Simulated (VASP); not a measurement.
Consider the following.

```yaml
crystal:
  lattice:
    - [2.02164, -3.50159, 0.00000]
    - [2.02164, 3.50159, 0.00000]
    - [0.00000, 0.00000, 5.12659]
  atoms:
    - { symbol: Se, position: [0.00000, 0.24832, 0.66667] }
    - { symbol: Se, position: [0.75168, 0.75168, 0.00000] }
    - { symbol: Se, position: [0.24832, 0.00000, 0.33333] }
```

Computed with PBEsol GGA, VASP's PBE PAW potentials (set 64) (plane waves; VASP). Settings: 480 eV cut-off, 6×6×4 Γ-centred mesh, Gaussian smearing of 0.050 eV, potentials Se.

Without a dispersion term in the relaxation, distances and binding between the weakly bound layers, chains or molecules are unreliable, and so is what depends on them.

Each row applies one change to this cell, which was relaxed at other settings and keeps the small stress of the first row; at a fixed cut-off the stress holds a Pulay part, so it need not integrate to ΔE exactly. Stress is in GPa, positive when the cell is compressed; gaps are those on the k-mesh, and 0.00 means metallic.

| change | ΔE (meV/atom) | σxx | σyy | σzz | largest shear component, with its sign (GPa) | largest force (eV/Å) | gap (eV) |
|---|---|---|---|---|---|---|---|
| none | 0.0 | 0.04 | 0.04 | 0.00 | 0.00 | 0.018 | 0.44 |
| shear strain γ_xy = -4.0 % | 2.9 | 0.09 | 0.09 | 0.07 | -1.13 | 0.178 | 0.41 |
| isotropic strain of +1.5 % with the ions relaxed | 5.0 | -0.96 | -0.96 | -2.23 | 0.00 | 0.003 | 0.39 |
| biaxial strain of -1.0 % in the xz plane with the ions relaxed | 1.3 | 0.67 | 0.35 | 1.26 | -0.15 | 0.009 | 0.47 |
| shear strain γ_xz = -4.0 % with the ions relaxed | 4.4 | 0.19 | 0.05 | 0.07 | 1.47 | 0.006 | 0.34 |
| uniaxial strain of -3.0 % along x | 5.9 | 2.59 | 1.00 | 2.10 | -0.94 | 0.318 | 0.32 |
| isotropic strain of +1.0 % with the ions relaxed | 2.3 | -0.71 | -0.71 | -1.59 | 0.00 | 0.006 | 0.41 |
| atom 1 (Se) moved by -0.100 Å along z | 12.6 | -0.37 | 0.93 | 0.31 | 1.63 | 0.769 | 0.31 |
| biaxial strain of -3.0 % in the yz plane with the ions relaxed | 14.2 | 1.38 | 2.58 | 4.33 | 0.72 | 0.009 | 0.37 |

Failed runs are left out, and for metals the shear rows, which the mesh's noise covers.

The compound is Se in the trig structure.
